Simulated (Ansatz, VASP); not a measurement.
# Ru (Ruthenium) in two plane-wave programs, part 2 of 2

Aim: how closely do two programs agree when they are given the same cell, functional and k mesh? The cell is taken from a series of runs on this material, whose earlier steps may have relaxed, scaled, displaced or heated it; both programs get it as it stands.

VASP 6.6.1 and Ansatz 0.2.0.

So far: The structure; VASP: zone-centre phonons, LDA.

### Step 3. Ansatz: zone-centre phonons, LDA

Level of this step: Ansatz beside VASP: Kohn-Sham DFT, plane waves, LDA (Ansatz).

Ansatz runs on its PAW soft_1 files.

The same cell, functional (in two slightly different forms), mesh and smearing now go to Ansatz, which takes its cutoff from its data sets.

File input.yaml:

```yaml
crystal:
  lattice:
    - [2.781900599, 0.0, 0.0]
    - [-1.3909502995, 2.4091965895, 0.0]
    - [0.0, 0.0, 4.1271699767]
  atoms:
    - { symbol: Ru, position: [0.3333333333, 0.6666666667, 0.25] }
    - { symbol: Ru, position: [0.6666666667, 0.3333333333, 0.75] }
kpoints:
  mp_grid: { grid: [18, 18, 12] }
hamiltonian:
  xc: lda
  pseudopotentials: { kind: paw, azcp: { folder: soft_1 }, xc_functional: pbe }
scf:
  occupations: { method: methfessel_paxton, width: 0.2 }
output:
  eigenvalues: true
phonons:
  method: dfpt
```

Command:

```
ansatz run input.yaml --threads 4 --pin off --max-ram 10240MiB --backend cpu --events-out ev --progress --plain --runs-dir out
```

Numbers of over 12 decimals in the logs are rounded to 6 here.

The program printed:

```text
zone centre: on kpoints.mp_grid the ground state, and the responses unless they are solved on pairs of k-points, stand on 637 of the mesh's 3888 k-points, reduced under 4 symmetry operations, with k and −k counted as one. Each operation leaves every solved displacement unchanged or reverses it
Engine: ansatz 0.2.0, aarch64-unknown-linux-gnu
Pseudopotentials: kind: paw
Pseudopotential: Ru, paw, valence charge 16, recommended cutoff 420 eV (normal), soft_1/Ru.paw.azcp
Functional definition: SPW92
  exchange = slater_x
  correlation = pw_c
Crystal: 2 atoms, lattice volume = 27.661 Å³
Basis set: ecut = 420 eV, 553 PW (Γ), exchange–correlation on 40×40×60 points (8 copies of the dense FFT grid, shifted against one another)
Bands: 20, of which v1, the nominal top of the filled ones, is band 16 counted from 1 (15 counted from 0)
Symmetry: 24 space group operations
k-points: 637 of 3888 (irreducible under 4 space group operations, time reversal used)
Non-local potential: Ru, projectors of the file, l = 0: 3, l = 1: 2, l = 2: 2, l = 3: 1
PAW form: soft (Blöchl's): semilocal exchange-correlation on the pseudo side does not see the compensation charge
PAW frozen core: Ru, regenerated for the run's functional, and the local potential with it (the file was generated under x = pbe(κ = 0.804, μ = 0.219515), c = pbe(β = 0.066725))
PAW one-centre angular grid: Ru, 590 points (default); XC on 64 Gauss nodes
Initial density: superposition of atomic densities (chi_scale 0.1, normalization cell)
Initial wavefunctions: pseudopotential atomic-orbital guess
Functional: x = slater, c = lda
SCF iter   1: F=—  HF=-11518.042338 eV  |F-HF|=—  |Δ(HF+E_count)|=         —  Δρ=1.30e-1  dr2=4.52e0  ethr=3.10e-3  ⟨swp⟩=5.0  Hψ=111371  notcnv=0  defer=35
automatic band count: the SCF goes on with 24 bands, as 20 were too few: they end inside the smearing window of the response
preconditioner: auto → none  [metal: Δε(μ)=0.032 eV  Ē_g=11.306 eV  σ=0.200 eV  W_gap=0.14  n_scr=8 (ndim 8)  ℏωp=28.2 eV  f_vac=0.000  D(μ)=1.38/eV (n_scr^D=8)  sad-step TF]
SCF iter   2: F=—  HF=-11516.981122 eV  |F-HF|=—  |Δ(HF+E_count)|=    1.06e0  S|Δr|=    0.00e0  Δρ=7.36e-2  dr2=1.44e0  ethr=3.10e-3  ⟨swp⟩=2.8  Hψ=29362  notcnv=0  defer=1719
SCF iter   3: F=—  HF=-11516.495090 eV  |F-HF|=—  |Δ(HF+E_count)|=   4.86e-1  S|Δr|=    0.00e0  Δρ=3.47e-3  dr2=1.48e-3  ethr=3.10e-3  ⟨swp⟩=2.0  Hψ=21906  notcnv=0  defer=1719
SCF iter   4: F=—  HF=-11516.495930 eV  |F-HF|=—  |Δ(HF+E_count)|=   8.41e-4  S|Δr|=    0.00e0  Δρ=5.69e-4  dr2=3.10e-5  ethr=4.63e-6  ⟨swp⟩=2.4  Hψ=31222  notcnv=0  defer=1547
SCF iter   5: F=—  HF=-11516.495937 eV  |F-HF|=—  |Δ(HF+E_count)|=   7.11e-6  S|Δr|=    0.00e0  Δρ=1.81e-4  dr2=4.37e-6  ethr=9.69e-8  ⟨swp⟩=2.1  Hψ=23435  notcnv=0  defer=1547
SCF iter   6: F=—  HF=-11516.495937 eV  |F-HF|=—  |Δ(HF+E_count)|=   5.48e-7  S|Δr|=    0.00e0  Δρ=2.60e-5  dr2=9.38e-8  ethr=1.36e-8  ⟨swp⟩=2.6  Hψ=24421  notcnv=0  defer=1547
SCF iter   7: F=—  HF=-11516.495937 eV  |F-HF|=—  |Δ(HF+E_count)|=   3.42e-7  S|Δr|=    0.00e0  Δρ=3.60e-6  dr2=2.70e-9  ethr=2.93e-10  ⟨swp⟩=2.0  Hψ=21512  notcnv=0  defer=1547
SCF iter   8: F=—  HF=-11516.495937 eV  |F-HF|=—  |Δ(HF+E_count)|=  7.84e-10  S|Δr|=    0.00e0  Δρ=4.44e-7  dr2=4.20e-11  ethr=8.42e-12  ⟨swp⟩=2.9  Hψ=24587  notcnv=0  defer=1547
SCF iter   9: F=-11516.495937 eV  HF=-11516.495937 eV  |F-HF|=0.00e0  |Δ(HF+E_count)|=  1.46e-11  S|Δr|=    0.00e0  Δρ=2.74e-8  dr2=9.60e-14  ethr=1.00e-12  ⟨swp⟩=10.1  Hψ=72790  notcnv=0
SCF 1 converged in 9 iterations: F = -11516.495937 eV  dr2 = 9.60e-14
  greatest PAW one-centre occupation: 1.000 electrons in one spin orbital (limit 2), on the Ru atom at site 1 (counted from 0), in its partial waves of l = 0
DFPT response loops at Γ: preconditioner auto → Kerker (q_TF=auto, 2.795 Å⁻¹) (partly filled bands, converged f_vac=0.000); β = 1.00, the filter's whole step (`scf.mixing.beta` (0.50) is not read by the response loops under this deck's `scf.mixing.preconditioner`; to damp them name `kerker` or `kerker_dos`, under which they read `scf.mixing.beta`, and type it under 1.00, their step now; both keys bind the ground state too); Broyden in place of MSR1
SCF converged after 9 iterations
Stability not checked: this state was not tested for a lower state beside it, because cold or Methfessel-Paxton smearing, or corrected tetrahedra, fill the levels in a way that the test cannot read (fill_not_monotonic; see scf.lower_state_search)
Free energy (F): -11516.495937 eV
Harris-Foulkes:  -11516.495937 eV  (|F-HF|=0.00e0)
Internal energy: -11516.495886 eV  (E = F + TS)
E sigma→0 (E₀):  -11516.495924 eV
Entropy (-TS):   -0.000051 eV (-0.025 meV/atom)
Fermi energy:    22.508662 eV
--- Per-component energies (eV) ---
  E_band       = -136.213414
  E_kinetic    = 919.231481
  E_local      = -2597.562631  (includes V_loc(G=0)·N_el)
  E_nonlocal   = 835.935113
  E_hartree    = 856.413854
  E_xc         = -338.025481
  E_vxc        = -428.954787  (∫ρ·V_xc dr)
  E_paw        = -6763.489866  (= ΣΔE_a)
  E_vpaw       = -577.691443  (= ΣTr[D̂ρ^β])
  E_aug_tail   = 0.001128  (compensation charges beyond the density's cutoff)
  E_ewald      = -4430.142855
  E_core_change = 1.143369  (= ΣΔE_core)
  E_smearing   = -0.000051  (= −TS)
  E_closure    = -0.000000  (closes the sum)
  Σ components = -11516.495937   (vs F -11516.495937, Δ=0.00e0)
--- Band table (eV; the first three rows and the last of 637) ---
  k-point 0: bands = [... 12 lower, 20.6545, 20.6545, 20.6925, 20.6925, 20.7124, 23.6555, 23.6555, 24.5107, ... 4 higher]
  k-point 1: bands = [... 12 lower, 20.6228, 20.6228, 20.6623, 20.8380, 20.8380, 23.6812, 23.6812, 24.2062, ... 4 higher]
  k-point 2: bands = [... 12 lower, 20.4383, 20.4383, 20.5218, 21.2322, 21.2322, 23.4369, 23.7295, 23.7295, ... 4 higher]
  k-point 636: bands = [... 12 lower, 19.9100, 19.9100, 21.1227, 21.1227, 23.9827, 23.9827, 27.2998, 27.2998, ... 4 higher]
--- Phonons (Γ-DFPT): 2 representative perturbations + reference, on 637 of 3888 k-points (Σ response iterations 6) ---
  k mesh reduced under 4 symmetry operations, with k and −k counted as one. Each operation leaves every solved displacement unchanged or reverses it
  ASR residual: 1.194e-5 → 0.000e0 eV/Å²; symmetrization residual: 3.428e-13 eV/Å²
  ASR residual per site (eV/Å²): 1.19e-5 1.19e-5
  Γ frequencies (cm⁻¹): 0.00 0.00 0.00 207.15 207.15 278.46
  non-analytic LO–TO correction: not included (Born effective charges unavailable; polar crystals: no LO–TO splitting at Γ)
```

Reading the cycles: dr2 is the Hartree energy of the density residual (eV), the measure of convergence; HF is the Harris–Foulkes estimate of the energy, which meets the free energy F at convergence.

### Step 4. Side by side

Known differences besides the potentials themselves: the data sets hold 32 valence electrons in Ansatz (on its PAW soft_1 files) and 28 in VASP; the cutoff is 420 eV in Ansatz and 500 eV in VASP; VASP's log shows a relativistic correction to its local exchange, Ansatz's none. Total energies have different zeros and are not compared.

Compared:

| quantity | Ansatz | VASP | difference |
| --- | --- | --- | --- |
| optical mode 1 to 2 (cm⁻¹) | 207.2 | 207.4 | -0.14 % |
| optical mode 3 (cm⁻¹) | 278.5 | 280.1 | -0.59 % |

Modes are paired by rising frequency, not by their patterns, so a pair may set unlike modes beside each other; they are those without the splitting of longitudinal modes.

### Step 5. Outcome

- r.m.s. difference of the optical zone-centre modes, each program's sorted by frequency (zone-centre phonons, LDA): 0.98 cm⁻¹
- difference in optical mode 3 (zone-centre phonons, LDA): -0.6 %

What this shows: The r.m.s. difference of the optical zone-centre modes, each program's sorted by frequency is 0.98 cm⁻¹ (zone-centre phonons, LDA). The data sets hold unlike numbers of valence electrons (32 in Ansatz and 28 in VASP), so part of the differences comes from the potentials. Among the rows given in per cent, the largest difference of the zone-centre phonons, LDA pair is in optical mode 3, -0.6 %. Such differences can come from data sets, numerical settings and the points named under the comparisons, not from the functional's error against experiment.

[Lines on the potential files, build, host, timing and source positions are cut from VASP's logs without a mark.]

[Logs are printed without paths, hosts, clocks, repeated set-up lines and the standing remarks that a program may print on its own settings, such as how far it seeks lower states.]

[Hosts, paths, dates, database ids (printed as entryN), source tags and the programs' standing remarks are cut or masked in the printed files.]
